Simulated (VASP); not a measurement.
ZnS (zinc blende):

```
ZnS
1.0
    0.00000     2.70500     2.70500
    2.70500     0.00000     2.70500
    2.70500     2.70500     0.00000
Zn S
1 1
Cartesian
  0.00000   0.00000   0.00000
  1.35250   1.35250   1.35250
```

The lowest empty band near Γ, direction [110], from mBJ (TB09) with spin-orbit coupling in VASP (PAW); its two spin partners are averaged. The gap over the points computed is 3.66 eV, and the next band on that side lies 3.80 eV away at the edge.

Settings: 400 eV cut-off, 9×9×9 Γ-centred mesh, Gaussian smearing of 0.050 eV, potentials Zn S.

| distance from the edge in k (1/Å) | distance in energy (meV) |
|---|---|
| 0.018 | 4.6 |
| 0.025 | 8.9 |
| 0.035 | 17.5 |
| 0.050 | 35.5 |
| 0.070 | 68.7 |

Task: Fit E(1 + αE) = ħ²k²/2m* (ħ²/2m0 = 3.810 eV Å²) and predict the row at 0.095 1/Å.

Result: Least squares on the energies gives the electron mass m* = 0.265 m0 and α = 0.36 per eV, and so 124.1 meV. The run gave 123.9 meV, -0.2 meV from the fit.

Left out are points under 3 meV from the edge, since the levels carry 0.1 meV, and points farther than half the way to the next band.

The compound is ZnS in the zinc blende structure. The cell was not relaxed at this level.
